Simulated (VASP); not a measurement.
Consider the following.

```yaml
crystal:
  lattice:
    - [2.33744, -4.04856, 0.00000]
    - [2.33744, 4.04856, 0.00000]
    - [0.00000, 0.00000, 7.63570]
  atoms:
    - { symbol: Ag, position: [0.66667, 0.33333, 0.50011] }
    - { symbol: Ag, position: [0.33333, 0.66667, 0.00011] }
    - { symbol: I, position: [0.66667, 0.33333, 0.87489] }
    - { symbol: I, position: [0.33333, 0.66667, 0.37489] }
```

Level of theory: PBE GGA, VASP's PBE PAW potentials (set 64) (plane waves; VASP). Settings: 480 eV cut-off, 6×6×4 Γ-centred mesh, Gaussian smearing of 0.050 eV, potentials Ag I.

Unless said otherwise, spin-orbit coupling is left out, though it shifts the bands of the heavy elements here.

Task: What does the run give for the energy per atom (σ→0), band gap (on the k-mesh) with the smallest direct gap where there is one?

Result: 
The band gap (on the k-mesh) is 1.37 eV and the smallest direct gap (on the k-mesh) comes out as 1.37 eV. The energy per atom (σ→0) is -2.395 eV/atom.

The absolute energy has meaning only against runs of the same code, potentials and settings.

The compound is AgI in the wurtzite structure. It was relaxed first, which changed the volume by +5 %.
